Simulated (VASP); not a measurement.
OSZICAR of a VASP run on Tm (hcp):

**OSZICAR**
```
       N       E                     dE             d eps       ncg     rms          rms(c)
DAV:   1     0.676484957072E+02    0.67648E+02   -0.84133E+03  1976   0.133E+03
DAV:   2    -0.457187144716E+01   -0.72220E+02   -0.71008E+02  2028   0.403E+02
DAV:   3    -0.919313489513E+01   -0.46213E+01   -0.43933E+01  3280   0.639E+01
DAV:   4    -0.931402563590E+01   -0.12089E+00   -0.11187E+00  3172   0.832E+00
DAV:   5    -0.931506126028E+01   -0.10356E-02   -0.10320E-02  2782   0.678E-01    0.260E+01
DAV:   6    -0.931231401805E+01    0.27472E-02   -0.31190E-02  3161   0.214E+00    0.154E+01
DAV:   7    -0.932724326853E+01   -0.14929E-01   -0.52788E-02  3079   0.268E+00    0.389E-01
DAV:   8    -0.932695693879E+01    0.28633E-03   -0.24400E-03  2571   0.459E-01    0.112E-01
DAV:   9    -0.932694613146E+01    0.10807E-04   -0.23474E-04  3229   0.167E-01    0.253E-02
DAV:  10    -0.932694242093E+01    0.37105E-05   -0.15114E-05  2692   0.347E-02    0.228E-02
DAV:  11    -0.932694239643E+01    0.24494E-07   -0.98938E-07  2576   0.117E-02
   1 F= -.93269424E+01 E0= -.93259243E+01  d E =-.932694E+01
       N       E                     dE             d eps       ncg     rms          rms(c)
DAV:   1    -0.932908361340E+01   -0.21412E-02   -0.66178E-02  2121   0.204E+00    0.189E-01
DAV:   2    -0.932816016099E+01    0.92345E-03   -0.25546E-03  2954   0.669E-01    0.126E-01
DAV:   3    -0.932768422719E+01    0.47593E-03   -0.52687E-04  3023   0.223E-01    0.702E-02
DAV:   4    -0.932768365011E+01    0.57708E-06   -0.80832E-05  2847   0.761E-02    0.268E-02
DAV:   5    -0.932768280807E+01    0.84204E-06   -0.30434E-06  3209   0.194E-02    0.131E-03
DAV:   6    -0.932768277116E+01    0.36912E-07   -0.20751E-07  1615   0.397E-03
   2 F= -.93276828E+01 E0= -.93268526E+01  d E =-.740375E-03
       N       E                     dE             d eps       ncg     rms          rms(c)
DAV:   1    -0.932901875525E+01   -0.13359E-02   -0.52202E-02  2096   0.181E+00    0.169E-01
DAV:   2    -0.932827988747E+01    0.73887E-03   -0.20188E-03  2913   0.594E-01    0.113E-01
DAV:   3    -0.932789962648E+01    0.38026E-03   -0.42772E-04  3028   0.200E-01    0.623E-02
DAV:   4    -0.932789956471E+01    0.61772E-07   -0.64663E-05  2843   0.680E-02    0.236E-02
DAV:   5    -0.932789881875E+01    0.74596E-06   -0.23304E-06  3237   0.171E-02    0.938E-04
DAV:   6    -0.932789879524E+01    0.23507E-07   -0.16612E-07  1485   0.355E-03
   3 F= -.93278988E+01 E0= -.93272828E+01  d E =-.956399E-03
```

Q: Which electronic solver shows in the log?

A: It is blocked Davidson (ALGO = Normal, or the opening steps of other solvers). The INCAR had ALGO = Normal.

Q: Can the final energy be trusted as converged?

A: Self-consistency was reached. It stopped with EDIFF = 1E-7, NELM = 100, NSW = 30 and EDIFFG = -0.01 after 3 ionic steps (AM05 GGA, plane waves, VASP's PBE PAW potentials (set 64)). The 4f electrons are frozen in the core of the lanthanide potential, so 4f levels, which can set the real gap, and their magnetism are missing.

The compound is Tm in the hcp structure. This cell is one point of a volume scan, at 0.94 of the reference volume. Symmetry was kept, so distortions that lower it aren't found.
